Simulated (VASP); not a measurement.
**LuAl3N4: relaxation of cell and atoms with PBE**

Crystal: LuAl3N4.

```xyz
8
Lattice="3.7983 0.0000 0.0000 -1.8992 3.2894 0.0000 0.0000 0.0000 8.5561" Properties=species:S:1:pos:R:3 pbc="T T T"
Lu    0.0000    0.0000    4.2781
Al    0.0000    2.1930    0.0000
Al    1.8992    1.0965    0.0000
Al    0.0000    0.0000    0.0000
N     0.0000    2.1930    4.2781
N     1.8992    1.0965    4.2781
N     0.0000    0.0000    1.8398
N     0.0000    0.0000    6.7163
```

The cell was built by a generator and needn't be a form met in nature.

```
Program                : VASP 6.6.1
Task                   : relaxation of cell and atoms
Functional             : PBE
Potentials or basis    : VASP PAW PBE potentials, release 64 (Lu, Al, N)
Cutoff                 : 520 eV
k mesh                 : 4 × 4 × 2
Occupations            : gaussian, width 0.15 eV
Spin                   : no spin polarisation
Further INCAR settings : PREC = Normal; ALGO = Fast; EDIFF = 0.0001; IBRION = 2; EDIFFG = -0.08; NSW = 24; ISIF = 3
```

* Relaxed volume: 16.64 Å³/atom
* Relaxed cell: a = 4.374 Å, b = 4.374 Å, c = 8.034 Å, α = 90.00°, β = 90.00°, γ = 120.00°
* Space group after relaxing (to 0.05 Å): P6/mmm (No. 191)
* Energy gained by relaxing: 675.1 meV/atom
* Ionic steps: 14
* Pressure after relaxing: -0.3 GPa
* Band gap on the k mesh: none (metal or under the smearing width)

Forces in eV/Å, atoms in the order of the input:
```
Lu   0.000  0.000  0.000
Al   0.000  0.000  0.000
Al   0.000  0.000  0.000
Al   0.000  0.000  0.000
N    0.000  0.000  0.000
N    0.000  0.000  0.000
N    0.000  0.000  0.002
N    0.000  0.000 -0.002
```

Stress tensor (GPa, compression positive):
```
-0.23  0.00  0.00
 0.00 -0.23  0.00
 0.00  0.00 -0.43
```

The path:
```tsv
step	energy change (eV)	largest force (eV/Å)	pressure (GPa)	volume (Å³)
1	0.0000	1.2851	34.54	106.90
2	9.3525	4.3785	-13.74	154.10
3	-3.6109	1.4762	-4.09	139.00
4	-4.8300	0.8006	-1.12	135.71
5	-5.1938	0.1128	-0.82	133.87
6	-5.3929	0.0236	-0.23	133.83
7	-5.3980	0.2944	-0.10	133.54
8	-5.3982	0.2796	-0.09	133.54
9	-5.3983	0.2493	0.08	133.58
10	-5.3971	0.1280	0.03	133.70
11	-5.3982	0.2244	-0.09	133.62
12	-5.3983	0.2415	0.15	133.59
13	-5.3985	0.2591	-0.17	133.58
14	-5.4004	0.0023	-0.29	133.14
```

Final structure:
```
Lu Al N
1.0
     4.37427    0.00000    0.00000
    -2.18714    3.78823    0.00000
     0.00000    0.00000    8.03437
Lu Al N
1 3 4
Direct
  0.00000 0.00000 0.50000
  0.33333 0.66667 0.00000
  0.66667 0.33333 0.00000
  0.00000 0.00000 0.00000
  0.33333 0.66667 0.50000
  0.66667 0.33333 0.50000
  0.00000 0.00000 0.21618
  0.00000 0.00000 0.78382
```

Levels at points of the mesh, in eV from the Fermi level:
```
           k point  band 24  band 25  band 26  band 27  band 28  band 29  band 30  band 31
(0.00, 0.00, 0.00)    -1.15    -1.15    -0.55    -0.55     0.56     0.81     0.81     1.21
(0.50, 0.00, 0.00)    -1.40    -0.56    -0.20    -0.05     0.34     0.62     0.97     1.47
(0.00, 0.00, 0.50)    -0.99    -0.67    -0.56    -0.56     0.55     0.63     0.89     0.89
(0.50, 0.00, 0.50)    -1.68    -1.03    -0.07     0.34     0.49     0.55     0.62     1.87
```

It took 100 s on 4 MPI ranks on Intel(R) Xeon(R) 6975P-C (Granite Rapids), on a shared host, peak memory 0.19 GiB a rank.

Caveat: the k mesh is coarse (spacing up to 0.48 Å⁻¹), so the values aren't converged; the volume moved by over 15 % at a fixed basis, so the end points are rough; the relaxation stopped at a loose force limit of 0.08 eV/Å, so its end isn't a converged minimum. The run has no spin-orbit coupling, so splittings on Lu are missing.
